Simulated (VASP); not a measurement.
# Band-edge properties of CdH2 (Fm-3m), part 3 of 3

Wanted: where the band edges of CdH2 lie, how heavy the carriers are and how strain moves the gap. The cell is generated by rule, not measured, and may not be a known phase.

VASP 6.6.1, plane waves and PAW; the level of theory is named at each step.

Still holding for the runs below: The k-mesh is coarse for a metal.

So far. Step 3 (Bands on a dense mesh): At -9.9 GPa the cell is away from the equilibrium volume of this level: left free, it would shrink. Step 5 (Orbitals for bands with HSE06, ENCUT 400): The run ends at a pressure of -10.16 GPa.

The structure was built from a prototype and need not be the compound's stable phase.

## (7) Orbitals for bands with HSE06, ENCUT 407

Against the failed run before it, this one has the cutoff, the threshold and the exact exchange changed.

This step: PBE; plane waves and PAW (Cd, H); invented cell (VASP 6.6.1).

Input file INCAR:

```
SYSTEM = CdH2
PREC = Accurate
ENCUT = 407
EDIFF = 1E-05
NELM = 100
ISMEAR = 0
SIGMA = 0.02
LREAL = .FALSE.
ALGO = Normal
GGA = PE
NBANDS = 13
LORBIT = 11
LWAVE = .TRUE.
LCHARG = .FALSE.
KPAR = 4
```

Input file POSCAR:

```
CdH2
1.0
    0.0000000000      2.8220900000      2.8220900000
    2.8220900000      0.0000000000      2.8220900000
    2.8220900000      2.8220900000      0.0000000000
Cd H
1 2
Direct
    0.0000000000      0.0000000000      0.0000000000
    0.2500000000      0.2500000000      0.2500000000
    0.7500000000      0.7500000000      0.7500000000
```

Input file KPOINTS:

```
Automatic mesh
0
Gamma
4 4 4
0 0 0
```

Potentials, in the order of the species: Cd and H (PBE family, release 64).

Started as:

```
mpirun -np 4 vasp_std
```

The log of the run:

```text
[... set-up lines as in an earlier step ...]
 entering main loop
       N       E                     dE             d eps       ncg     rms          rms(c)
DAV:   1     0.646393227429E+02    0.64639E+02   -0.62587E+03   216   0.796E+02
DAV:   2    -0.419378829871E+01   -0.68833E+02   -0.65130E+02   238   0.215E+02
DAV:   3    -0.605378135424E+01   -0.18600E+01   -0.18548E+01   238   0.390E+01
DAV:   4    -0.605682815826E+01   -0.30468E-02   -0.30468E-02   233   0.171E+00
[...]
DAV:   8    -0.545867801769E+01   -0.18587E-02   -0.12795E-02   236   0.961E-01    0.201E-01
DAV:   9    -0.545974567629E+01   -0.10677E-02   -0.98358E-04   231   0.228E-01    0.741E-02
DAV:  10    -0.545975040426E+01   -0.47280E-05   -0.29047E-05   220   0.353E-02
   1 F= -.54597504E+01 E0= -.54595094E+01  d E =-.482070E-03
 writing wavefunctions
```

The job ended after 3.8 s (4 MPI ranks of AMD EPYC 7R43, shared host; peak memory 0.43 GiB).

From OUTCAR (step 7):

```text
  Total       -2.8253362     -2.8253362     -2.8253362     -0.0000000     -0.0000000      0.0000000
  in kB     -100.7020114   -100.7020114   -100.7020114     -0.0000000     -0.0000000      0.0000000
  external PRESSURE =    -100.7020114 kB  Pullay stress =       0.0000000 kB

 POSITION                                       TOTAL-FORCE (eV/Angst)
 -----------------------------------------------------------------------------------
      0.00000      0.00000      0.00000        -0.000000     -0.000000     -0.000000
      1.41105      1.41105      1.41105        -0.000000     -0.000000      0.000000
      4.23314      4.23314      4.23314         0.000000      0.000000     -0.000000
 -----------------------------------------------------------------------------------
    total drift:                               -0.000000     -0.000000      0.000000

  FREE ENERGIE OF THE ION-ELECTRON SYSTEM (eV)
  ---------------------------------------------------
  free  energy   TOTEN  =        -5.4597504043 eV

  energy  without entropy=       -5.4592683345  energy(sigma->0) =       -5.45950937

[... 1 part as in an earlier step ...]

[... 2 further parts left out ...]
[key lines of the parts left out:]
E-fermi :  -0.7675
```

Numbers from this step:

```yaml
free_energy_toten: -5.460 eV
energy_at_zero_smearing: -5.460 eV
fermi_energy: -0.7675 eV
pressure: -10.07 GPa
```

The run ends at a pressure of -10.07 GPa.

## (8) Bands with HSE06 (run 2)

This step: HSE06; plane waves and PAW (Cd, H); invented cell (VASP 6.6.1).

Input file INCAR:

```
SYSTEM = CdH2
PREC = Accurate
ENCUT = 407
EDIFF = 1E-06
NELM = 100
ISMEAR = 0
SIGMA = 0.02
LREAL = .FALSE.
ALGO = Normal
LHFCALC = .TRUE.
AEXX = 0.25
GGA = PE
HFSCREEN = 0.2
LASPH = .TRUE.
NBANDS = 13
PRECFOCK = Fast
LORBIT = 11
LWAVE = .FALSE.
LCHARG = .FALSE.
KPAR = 4
ISIF = 2
```

POSCAR is that of step 7.

KPOINTS is that of step 7.

Input file KPOINTS_OPT:

```
Line mode
8
Line-mode
Reciprocal
  0.00000000   0.00000000   0.00000000 GAMMA
  0.50000000   0.00000000   0.50000000 X

  0.50000000   0.00000000   0.50000000 X
  0.50000000   0.25000000   0.75000000 W

  0.50000000   0.25000000   0.75000000 W
  0.37500000   0.37500000   0.75000000 K

  0.37500000   0.37500000   0.75000000 K
  0.00000000   0.00000000   0.00000000 GAMMA

  0.00000000   0.00000000   0.00000000 GAMMA
  0.50000000   0.50000000   0.50000000 L

  0.50000000   0.50000000   0.50000000 L
  0.62500000   0.25000000   0.62500000 U

  0.62500000   0.25000000   0.62500000 U
  0.50000000   0.25000000   0.75000000 W

  0.50000000   0.25000000   0.75000000 W
  0.50000000   0.50000000   0.50000000 L

  0.50000000   0.50000000   0.50000000 L
  0.37500000   0.37500000   0.75000000 K

  0.62500000   0.25000000   0.62500000 U
  0.50000000   0.00000000   0.50000000 X
```

The run starts from files that an earlier step left in the folder.

Started as:

```
mpirun -np 4 vasp_std
```

The log of the run:

```text
[... set-up lines as in an earlier step ...]
 entering main loop
       N       E                     dE             d eps       ncg     rms          rms(c)
DAV:   1    -0.651510719756E+01   -0.65151E+01   -0.44893E-01   208   0.522E+00    0.156E+00
DAV:   2    -0.652496251146E+01   -0.98553E-02   -0.27142E-02   213   0.165E+00    0.813E-01
DAV:   3    -0.652339306969E+01    0.15694E-02   -0.23826E-03   228   0.600E-01    0.664E-01
DAV:   4    -0.652091252640E+01    0.24805E-02   -0.20354E-03   208   0.358E-01    0.536E-01
[...]
DAV:  12    -0.652223592864E+01   -0.87831E-05   -0.36470E-05   213   0.446E-02    0.199E-02
DAV:  13    -0.652223780327E+01   -0.18746E-05   -0.36076E-06   208   0.164E-02    0.104E-02
DAV:  14    -0.652223804127E+01   -0.23800E-06   -0.22716E-07   119   0.533E-03
   1 F= -.65222380E+01 E0= -.65217560E+01  d E =-.964141E-03
 Start KPOINTS_OPT (optional k-point list driver)
k-point batch [1-8\80]
       N       E                     dE             ncg
DAV:   1    -0.209834738366E+03   -0.21669E+04      224
DAV:   2    -0.934267317646E+03   -0.72443E+03      238
DAV:   3    -0.958539639548E+03   -0.24272E+02      238
DAV:   4    -0.958677490865E+03   -0.13785E+00      263
DAV:   5    -0.958677867973E+03   -0.37711E-03      279
DAV:   6    -0.958677869634E+03   -0.16615E-05      227
DAV:   7    -0.958677869663E+03   -0.28415E-07      208
[...]
k-point batch [73-80\80]
       N       E                     dE             ncg
DAV:   1    -0.288862355416E+03   -0.40562E+04      240
DAV:   2    -0.917046642609E+03   -0.62818E+03      233
DAV:   3    -0.938980942453E+03   -0.21934E+02      258
DAV:   4    -0.939110683818E+03   -0.12974E+00      288
DAV:   5    -0.939111065949E+03   -0.38213E-03      273
DAV:   6    -0.939111068136E+03   -0.21874E-05      255
DAV:   7    -0.939111068169E+03   -0.32278E-07      199
```

Elapsed: 4.6 min, on 4 MPI ranks; peak memory 0.89 GiB.

Parts of OUTCAR (step 8):

```text
  Total       -3.0838794     -3.0838794     -3.0838794     -0.0000000     -0.0000000     -0.0000000
  in kB     -109.9171351   -109.9171351   -109.9171351     -0.0000000     -0.0000000     -0.0000000
  external PRESSURE =    -109.9171351 kB  Pullay stress =       0.0000000 kB

 POSITION                                       TOTAL-FORCE (eV/Angst)
 -----------------------------------------------------------------------------------
      0.00000      0.00000      0.00000         0.000000      0.000000     -0.000000
      1.41105      1.41105      1.41105        -0.000000     -0.000000      0.000000
      4.23314      4.23314      4.23314         0.000000      0.000000      0.000000
 -----------------------------------------------------------------------------------
    total drift:                                0.000003      0.000003      0.000003

  FREE ENERGIE OF THE ION-ELECTRON SYSTEM (eV)
  ---------------------------------------------------
  free  energy   TOTEN  =        -6.5222380413 eV

  energy  without entropy=       -6.5212739005  energy(sigma->0) =       -6.52175597

[... 1 part as in an earlier step ...]

[... 2 further parts left out ...]
[key lines of the parts left out:]
E-fermi :  -0.7619
```

The k-mesh is coarse for exact exchange; in a metal the Fermi energy and the levels can shift by several tenths of an eV on a finer one. The PAW data sets were made with PBE, which is usual practice but a small mismatch for other functionals.

Numbers from this step:

* SCF cycles: 14
* free energy (TOTEN): -6.522 eV
* energy at zero smearing: -6.522 eV
* Fermi energy: -0.7619 eV
* pressure: -10.99 GPa

The electronic bands at the labelled points (eV, zero at the Fermi level; # counts the bands kept):

```tsv
point	#1	#2	#3	#4	#5
Γ	-7.99	0.62	9.03	9.67	9.67
0.43 of the way	-7.05	0.18	5.11	6.70	6.70
X	-4.20	-0.36	-0.28	4.76	4.76
0.43 of the way	-3.91	-1.07	-0.18	4.01	5.78
W	-2.73	-2.73	-0.01	3.21	8.78
0.43 of the way	-3.20	-2.40	0.16	3.56	7.35
K	-3.44	-2.36	0.34	4.85	5.48
0.43 of the way	-6.03	-1.04	3.12	6.64	8.03
Γ	-7.99	0.62	9.03	9.67	9.67
0.57 of the way	-6.68	-0.81	5.02	7.54	8.19
L	-4.12	-3.93	4.61	6.56	7.74
0.57 of the way	-3.66	-3.39	2.09	5.47	6.41
U	-3.44	-2.36	0.34	4.85	5.48
0.43 of the way	-3.30	-2.37	0.24	3.84	6.81
W	-2.73	-2.73	-0.01	3.21	8.78
0.43 of the way	-3.48	-3.26	1.67	4.40	7.99
L	-4.12	-3.93	4.61	6.56	7.74
0.43 of the way	-3.85	-3.61	2.93	5.80	6.83
K	-3.44	-2.36	0.34	4.85	5.48
jump to U	-3.44	-2.36	0.34	4.85	5.48
0.57 of the way	-4.05	-0.81	-0.17	4.70	4.89
X	-4.20	-0.36	-0.28	4.76	4.76
```

Of the projections kept (Cd, H), the largest for each band there; the rest of the weight can lie on other orbitals:

```tsv
point	#1	#2	#3	#4	#5
Γ	Cd 0.57	H 1.00	H 0.55	Cd 1.00	Cd 1.00
X	H 0.75	H 0.78	Cd 0.98	Cd 0.94	Cd 0.94
W	H 0.69	H 0.69	Cd 0.99	Cd 0.94	Cd 0.57
K	H 0.70	H 0.56	Cd 0.91	Cd 0.61	Cd 0.94
Γ	Cd 0.57	H 1.00	H 0.55	Cd 1.00	Cd 1.00
L	Cd 0.64	H 0.73	Cd 0.59	H 0.79	Cd 0.96
```

The electronic bands as a text plot (rows in eV, shown from -8.0 to 4.8 only):

```
    4.5 |        **           *        ****            ***     **
    4.0 |          *    *                  *    *   *
    3.4 |    **     ****                         ***  *
    2.9 |                   **              *             *
    2.4 |                                            *
    1.8 |      *           *                               *
    1.3 |                                    *              *
    0.8 |**               *     ****          *     *        *
    0.2 |  **   *     ****     *    *          *****          *
   -0.3 |    *********        *      *                         **
   -0.8 |          *        **        *                        *
   -1.3 |           *
   -1.9 |                  *           *                      *
   -2.4 |            *****                     ***
   -2.9 |            ***  *             *    **  ****       **
   -3.5 |           *   ***                 *****    *    *****
   -4.0 |        ***                     ****        ******    **
   -4.5 |       *
   -5.1 |                  *            *
   -5.6 |      *
   -6.1 |    **             **         *
   -6.7 |                     *       *
   -7.2 |   *                        *
   -7.7 |***                   ******
         Γ       X    W  K        Γ      L     U  W     L   K|U X
```

## (9) Summary of results

```yaml
gap_pbe: none
gap_with_spin_orbit_coupling: none
gap_hse06_without_spin_orbit_coupling: none
```

**Reading.** At this level the bands overlap or touch. Masses were not obtained, since there is no gap at this level. The strain response was not obtained, since there is no gap at this level.

[Lines on the potential files, build, host, timing and source positions are cut from VASP's logs without a mark.]

[Logs are printed without paths, hosts, clocks, repeated set-up lines and the standing remarks that a program may print on its own settings, such as how far it seeks lower states.]

[Hosts, paths, dates, database ids (printed as entryN), source tags and the programs' standing remarks are cut or masked in the printed files.]

[In band tables of VASP the shares of atoms and orbitals are scaled to a sum of 1 inside the atoms' spheres.]

[Gaps and slopes under strain along one axis are those of the sampled path and mesh points; where strain splits equal valleys, another of them can be the edge.]
